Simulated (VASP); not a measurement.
VASP ran on this input.

File KPOINTS:
```
Automatic mesh
0
Gamma
8 8 8
0 0 0
```

**INCAR**
```
EDIFFG = -0.01   # ionic stop
LWAVE = .False.
SYSTEM = MgS
GGA = PS   # PBEsol
LASPH = .True.   # aspherical one-centre terms
ALGO = Normal   # blocked Davidson
ISMEAR = 0   # Gaussian
SIGMA = 0.05   # width (eV)
EDIFF = 1E-7
PSTRESS = 300   # kbar
ISIF = 3   # ions, shape and volume
LCHARG = .False.
PREC = Accurate
NSW = 40
LREAL = .False.   # projection in real space or not
IBRION = 2   # conjugate gradients
ENCUT = 480   # plane-wave cut-off (eV)
NELM = 100   # most electronic steps
```

### POSCAR
```
MgS
1
    0.0000000000     2.5890714753     2.5890714753
    2.5890714753    -0.0000000000     2.5890714753
    2.5890714753     2.5890714753     0.0000000000
Mg S
1 1
Direct
  0.0000000000   0.0000000000   0.0000000000
  0.5000000000   0.5000000000   0.5000000000
```

POTCAR, in this order: Mg S (PBE.64 set). Program: vasp_std.

Q: Write an equivalent input for Quantum ESPRESSO's pw.x.

A: One equivalent input (not run):
```
&CONTROL
  calculation = 'vc-relax'
  pseudo_dir = './pseudo'
  outdir = './out'
  tprnfor = .true.
  tstress = .true.
  nstep = 40
  forc_conv_thr = 0.00039
/
&SYSTEM
  ibrav = 0
  nat = 2
  ntyp = 2
  ecutwfc = 84
  occupations = 'smearing'
  smearing = 'gaussian'
  degauss = 0.003675
  input_dft = 'pbesol'
/
&ELECTRONS
  conv_thr = 7.3e-09
  electron_maxstep = 100
/
&IONS
/
&CELL
  press = 300
/
ATOMIC_SPECIES
  Mg 24.305 Mg.upf
  S 32.060 S.upf
CELL_PARAMETERS angstrom
     0.0000000    2.5890715    2.5890715
     2.5890715   -0.0000000    2.5890715
     2.5890715    2.5890715    0.0000000
ATOMIC_POSITIONS crystal
  Mg   0.0000000  0.0000000  0.0000000
  S    0.5000000  0.5000000  0.5000000
K_POINTS automatic
  8 8 8 0 0 0
```
Limits of the translation: the potentials are each code's own (VASP's PAW set, PseudoDojo norm-conserving files in pw.x), so ENCUT and ecutwfc are chosen apart and not converted; conv_thr bounds pw.x's estimated SCF error, while EDIFF bounds the energy change between steps; forc_conv_thr acts on force components and is met together with etot_conv_thr.

The compound is MgS in the rock salt structure. This run relaxes it under an external pressure of 30 GPa. Symmetry was kept, so distortions that lower it aren't found.
